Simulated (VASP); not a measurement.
# Mg6SnMo (Amm2) in VASP: notebook, part 2 of 2

VASP 6.6.1.

## 3. Band structure, BEEF-vdW (atoms moved at random, drawn with an rms of 0.15 Å)

POSCAR reads:

```
Mg6SnMo
1.0
    4.9563570000      0.0000000000      0.0000000000
    0.0000000000      3.1307925000      5.3272295000
    0.0000000000     -3.1307925000      5.3272295000
Sn Mo Mg
1 1 6
Cartesian
    0.0152358414     -0.0417616412      8.9946807408
    2.4463735571      0.0339816218      7.2228069185
    2.4640776643      0.0831976799      1.5805250659
    2.5296056602      1.5247429094      4.3708160062
    2.4320942926     -1.6056425876      4.5629372109
   -0.0709799886     -0.0591156240      3.6299741813
    0.0388132317      1.4907362413      6.2348349171
    0.0262191285     -1.3536983227      6.3126710674
```

INCAR.step1 reads:

```
PREC = Accurate ; ENCUT = 600
EDIFF = 1E-6 ; ISMEAR = 1
SIGMA = 0.2 ; LREAL = False
LASPH = True ; NELM = 80
ALGO = Normal ; ISIF = 2
LWAVE = False ; LCHARG = True
LMAXMIX = 4 ; GGA = BF
LUSE_VDW = True ; ZAB_VDW = -1.8867
NBANDS = 54
```

KPOINTS.step1 reads:

```
Automatic mesh
0
Gamma
  5 4 4
```

INCAR.step2 reads:

```
PREC = Accurate ; ENCUT = 600
EDIFF = 1E-6 ; ISMEAR = 0
SIGMA = 0.05 ; LREAL = False
LASPH = True ; NELM = 80
ALGO = Normal ; ISIF = 2
LWAVE = False ; LCHARG = False
LMAXMIX = 4 ; GGA = BF
LUSE_VDW = True ; ZAB_VDW = -1.8867
NBANDS = 54 ; ICHARG = 11
```

KPOINTS.step2 reads:

```
path GXSRAZGYX1A1TY,ZT
10
line-mode
reciprocal
 0.0000000000  0.0000000000  0.0000000000  G
 0.0000000000  0.3363467040 -0.3363467040  X

 0.0000000000  0.3363467040 -0.3363467040  X
 0.0000000000  0.0000000000 -0.5000000000  S

 0.0000000000  0.0000000000 -0.5000000000  S
-0.5000000000  0.0000000000 -0.5000000000  R

-0.5000000000  0.0000000000 -0.5000000000  R
-0.5000000000  0.3363467040 -0.3363467040  A

-0.5000000000  0.3363467040 -0.3363467040  A
-0.5000000000  0.0000000000  0.0000000000  Z

-0.5000000000  0.0000000000  0.0000000000  Z
 0.0000000000  0.0000000000  0.0000000000  G

 0.0000000000  0.0000000000  0.0000000000  G
 0.0000000000 -0.5000000000 -0.5000000000  Y

 0.0000000000 -0.5000000000 -0.5000000000  Y
 0.0000000000 -0.3363467040 -0.6636532960  X1

 0.0000000000 -0.3363467040 -0.6636532960  X1
-0.5000000000 -0.3363467040 -0.6636532960  A1

-0.5000000000 -0.3363467040 -0.6636532960  A1
-0.5000000000 -0.5000000000 -0.5000000000  T

-0.5000000000 -0.5000000000 -0.5000000000  T
 0.0000000000 -0.5000000000 -0.5000000000  Y

-0.5000000000  0.0000000000  0.0000000000  Z
-0.5000000000 -0.5000000000 -0.5000000000  T
```

Potentials or basis: VASP PAW PBE potentials, release 64 (Sn_d_GW, Mo_sv_GW, Mg_sv_GW).

Started as:

```sh
cat potpaw_PBE.64/Sn_d_GW/POTCAR potpaw_PBE.64/Mo_sv_GW/POTCAR potpaw_PBE.64/Mg_sv_GW/POTCAR > POTCAR
cp INCAR.step1 INCAR
cp KPOINTS.step1 KPOINTS
mpirun -np 1 vasp_std > vasp.out
cp INCAR.step2 INCAR
cp KPOINTS.step2 KPOINTS
mpirun -np 1 vasp_std > vasp.out
```

Run time: 43 min. Hardware: 1 thread of Intel Xeon Platinum 8259CL at 2.50GHz (Skylake/Cascade Lake), shared host; peak memory 1.8 GiB.

It converged, with:

* Band gap along the path: none (metal or under the smearing width)

Levels at the corners of the path, in eV from the Fermi level:
```csv
point,band 42,band 43,band 44,band 45,band 46,band 47
Γ,-1.18,-0.82,-0.52,0.27,0.49,1.49
X,-0.34,-0.20,0.15,0.46,0.83,1.11
X,-0.34,-0.20,0.15,0.46,0.83,1.11
S,-0.50,-0.40,-0.15,0.53,1.30,1.35
S,-0.50,-0.40,-0.15,0.53,1.30,1.35
R,-0.62,-0.28,-0.22,0.19,0.74,1.85
R,-0.62,-0.28,-0.22,0.19,0.74,1.85
A,-0.56,-0.53,-0.37,-0.26,1.43,1.82
A,-0.56,-0.53,-0.37,-0.26,1.43,1.82
Z,-1.18,-1.08,-0.64,-0.39,-0.32,-0.15
Z,-1.18,-1.08,-0.64,-0.39,-0.32,-0.15
Γ,-1.18,-0.82,-0.52,0.27,0.49,1.49
Γ,-1.18,-0.82,-0.52,0.27,0.49,1.49
Y,-0.66,0.04,0.05,1.09,1.22,1.37
Y,-0.66,0.04,0.05,1.09,1.22,1.37
X1,-0.34,-0.20,0.15,0.46,0.83,1.11
X1,-0.34,-0.20,0.15,0.46,0.83,1.11
A1,-0.56,-0.53,-0.37,-0.26,1.43,1.82
A1,-0.56,-0.53,-0.37,-0.26,1.43,1.82
T,-0.71,-0.46,-0.27,0.09,0.78,1.54
T,-0.71,-0.46,-0.27,0.09,0.78,1.54
Y,-0.66,0.04,0.05,1.09,1.22,1.37
Z,-1.18,-1.08,-0.64,-0.39,-0.32,-0.15
T,-0.71,-0.46,-0.27,0.09,0.78,1.54
```

Caveat: the log is that of the step along the path at fixed density, whose energy, stress, charges and moments have no meaning; the PAW data sets were made with another functional, which shifts forces and pressure a little; spin-orbit coupling is left out, which moves the levels of the heavy elements.

## 4. Electric field gradients, BLYP+D3

INCAR reads:

```
PREC = Accurate ; ENCUT = 520
EDIFF = 1E-8 ; ISMEAR = 1
SIGMA = 0.2 ; LREAL = False
LASPH = True ; NELM = 60
ALGO = Normal ; ISIF = 2
LWAVE = False ; LCHARG = False
GGA = B5 ; ALDAX = 1.0
AGGAX = 1.0 ; AGGAC = 1.0
ALDAC = 0.0 ; IVDW = 11
VDW_S6 = 1.0 ; VDW_S8 = 1.682
VDW_SR = 1.094 ; VDW_SR8 = 1.0
LEFG = True
```

KPOINTS reads:

```
Automatic mesh
0
Gamma
  6 5 5
```

POSCAR reads:

```
Mg6SnMo
1.0
    4.9563570000      0.0000000000      0.0000000000
    0.0000000000      3.1307925000      5.3272295000
    0.0000000000     -3.1307925000      5.3272295000
Sn Mo Mg
1 1 6
Direct
    0.0000000000      0.8248630000      0.8248630000
    0.5000000000      0.6661460000      0.6661460000
    0.5000000000      0.1657720000      0.1657720000
    0.5000000000      0.6640040000      0.1735300000
    0.5000000000      0.1735300000      0.6640040000
    0.0000000000      0.3337240000      0.3337240000
    0.0000000000      0.8249170000      0.3470450000
    0.0000000000      0.3470450000      0.8249170000
```

Potentials or basis: VASP PAW PBE potentials, release 64 (Sn_d, Mo_pv, Mg_pv).

Started as:

```sh
cat potpaw_PBE.64/Sn_d/POTCAR potpaw_PBE.64/Mo_pv/POTCAR potpaw_PBE.64/Mg_pv/POTCAR > POTCAR
mpirun -np 1 vasp_std > vasp.out
```

OUTCAR:

```text
PREC = Accurate
   ENCUT = 520
   EDIFF = 1E-8
   ISMEAR = 1
   LREAL = False
   LASPH = True
   NELM = 60
   ISIF = 2
   GGA = B5
   IVDW = 11
 IVDW          = 11

 ion  position               nearest neighbor table
   1  0.000  0.825  0.825-   7 2.95   8 2.95   2 3.00   2 3.00   5 3.11   4 3.11   4 3.11   5 3.11
                             6 3.13   6 3.13
   2  0.500  0.666  0.666-   1 3.00   1 3.00
   3  0.500  0.166  0.166-
   4  0.500  0.664  0.174-   1 3.11   1 3.11
   5  0.500  0.174  0.664-   1 3.11   1 3.11
   6  0.000  0.334  0.334-   1 3.13   1 3.13
   7  0.000  0.825  0.347-   1 2.95
   8  0.000  0.347  0.825-   1 2.95

  LATTYP: Found a base centered orthorhombic cell.
 ALAT       =     6.2615850000
 B/A-ratio  =     1.7015594294
 C/A-ratio  =     0.7915499031

  Lattice vectors:

 A1 = (   0.0000000000,   3.1307925000,  -5.3272295000)
 A2 = (   0.0000000000,   3.1307925000,   5.3272295000)
 A3 = (   4.9563570000,   0.0000000000,   0.0000000000)

Analysis of symmetry for initial positions (statically):
=====================================================================
 Subroutine PRICEL returns:
 Original cell was already a primitive cell.

[... 1358 lines left out ...]
  free  energy   TOTEN  =       -20.8088179674 eV

  energy  without entropy=      -20.8036463458  energy(sigma->0) =      -20.80709409

 Electric field gradients (V/A^2)
---------------------------------------------------------------------
 ion       V_xx      V_yy      V_zz      V_xy      V_xz      V_yz
---------------------------------------------------------------------
   1     -55.430    85.002   -29.573     0.000    -0.000     0.000
   2     -10.984     8.098     2.886    -0.000    -0.000     0.000
   3       7.296   -17.328    10.032     0.000     0.000     0.000
   4       9.621     5.627   -15.248    -0.000    -0.000    10.137
   5       9.621     5.627   -15.248    -0.000    -0.000   -10.137
   6      -1.481     3.873    -2.392     0.000    -0.000     0.000
   7     -16.804     5.999    10.805     0.000    -0.000     2.494
   8     -16.804     5.999    10.805     0.000     0.000    -2.494
---------------------------------------------------------------------

 Electric field gradients after diagonalization (V/A^2)
 (convention: |V_zz| > |V_xx| > |V_yy|)
----------------------------------------------------------------------
 ion       V_xx      V_yy      V_zz     asymmetry (V_yy - V_xx)/ V_zz
----------------------------------------------------------------------
   1     -55.430   -29.573    85.002       0.304
   2       8.098     2.886   -10.984       0.475
   3      10.032     7.296   -17.328       0.158
   4       9.739     9.621   -19.360       0.006
   5       9.739     9.621   -19.360       0.006
   6      -2.392    -1.481     3.873       0.235
   7      11.866     4.939   -16.804       0.412
   8      11.866     4.939   -16.804       0.412
----------------------------------------------------------------------

           NMR quadrupolar parameters

 Cq : quadrupolar parameter    Cq=e*Q*V_zz/h
 eta: asymmetry parameters     (V_yy - V_xx)/ V_zz
 Q  : nuclear electric quadrupole moment in mb (millibarn)
----------------------------------------------------------------------
 ion       Cq(MHz)       eta       Q (mb)
----------------------------------------------------------------------
   1       0.206       0.304       1.000
   2      -0.027       0.475       1.000
   3      -0.042       0.158       1.000
   4      -0.047       0.006       1.000
   5      -0.047       0.006       1.000
   6       0.009       0.235       1.000
   7      -0.041       0.412       1.000
   8      -0.041       0.412       1.000
----------------------------------------------------------------------
```

OSZICAR:

```text
N       E                     dE             d eps       ncg     rms          rms(c)
DAV:   1     0.812114095369E+03    0.81211E+03   -0.47828E+04  4000   0.198E+03
DAV:   2     0.523892478049E+02   -0.75972E+03   -0.74990E+03  3180   0.588E+02
DAV:   3    -0.136969626373E+02   -0.66086E+02   -0.63947E+02  3740   0.161E+02
DAV:   4    -0.167366375236E+02   -0.30397E+01   -0.29919E+01  3708   0.290E+01
DAV:   5    -0.168083724849E+02   -0.71735E-01   -0.71516E-01  4028   0.509E+00    0.627E+00
DAV:   6    -0.162597334156E+02    0.54864E+00   -0.94103E-01  3472   0.554E+00    0.260E+00
DAV:   7    -0.161777517748E+02    0.81982E-01   -0.49115E-01  3556   0.342E+00    0.985E-01
DAV:   8    -0.161804940517E+02   -0.27423E-02   -0.15718E-01  3796   0.121E+00    0.820E-01
DAV:   9    -0.161760821321E+02    0.44119E-02   -0.45349E-02  3592   0.834E-01    0.188E-01
DAV:  10    -0.161769812031E+02   -0.89907E-03   -0.55959E-03  3632   0.335E-01    0.118E-01
DAV:  11    -0.161770126732E+02   -0.31470E-04   -0.96835E-04  3440   0.137E-01    0.236E-02
DAV:  12    -0.161770265609E+02   -0.13888E-04   -0.90063E-05  3480   0.494E-02    0.758E-03
DAV:  13    -0.161770272195E+02   -0.65861E-06   -0.57469E-06  4572   0.117E-02    0.346E-03
DAV:  14    -0.161770276256E+02   -0.40607E-06   -0.17059E-06  3620   0.543E-03    0.192E-03
DAV:  15    -0.161770275382E+02    0.87430E-07   -0.41760E-07  2940   0.273E-03    0.503E-04
DAV:  16    -0.161770275520E+02   -0.13864E-07   -0.33537E-08  2636   0.872E-04    0.128E-04
DAV:  17    -0.161770275461E+02    0.59554E-08   -0.44982E-09  1956   0.349E-04
   1 F= -.20808818E+02 E0= -.20807094E+02  d E =-.517162E-02
```

Wall time 5.1 min (1 thread of Intel Xeon Platinum 8259CL at 2.50GHz (Skylake/Cascade Lake), shared host); peak memory 0.45 GiB.

Results:

```yaml
Free_energy: -20.8088 eV
Pressure: -2.4 GPa
Largest_force: 0.161 eV/Å
Band_gap_on_the_k_mesh: none (metal or under the smearing width)
Dispersion_energy_per_atom: -0.579 eV
```

Forces in eV/Å, atoms in the order of the input:
```
Sn   0.000  0.000  0.022
Mo   0.000  0.000 -0.088
Mg   0.000  0.000  0.001
Mg   0.000 -0.136  0.087
Mg   0.000  0.136  0.087
Mg   0.000  0.000 -0.026
Mg   0.000  0.098 -0.041
Mg   0.000 -0.098 -0.041
```

Stress tensor (GPa, compression positive):
```
-2.70  0.00  0.00
 0.00 -2.20  0.00
 0.00  0.00 -2.39
```

Electric field gradients, principal values (V/Å²):
| atom | Vxx | Vyy | Vzz |
| --- | --- | --- | --- |
| 1 Sn | -29.573 | -55.430 | 85.002 |
| 2 Mo | 2.886 | 8.098 | -10.984 |
| 3 Mg | 7.296 | 10.032 | -17.328 |
| 4 Mg | 9.621 | 9.739 | -19.360 |
| 5 Mg | 9.621 | 9.739 | -19.360 |
| 6 Mg | -1.481 | -2.392 | 3.873 |
| 7 Mg | 4.939 | 11.866 | -16.804 |
| 8 Mg | 4.939 | 11.866 | -16.804 |

Caveat: the PAW data sets were made with another functional, which shifts forces and pressure a little; pairwise dispersion overbinds metals, which lowers pressure and volume.
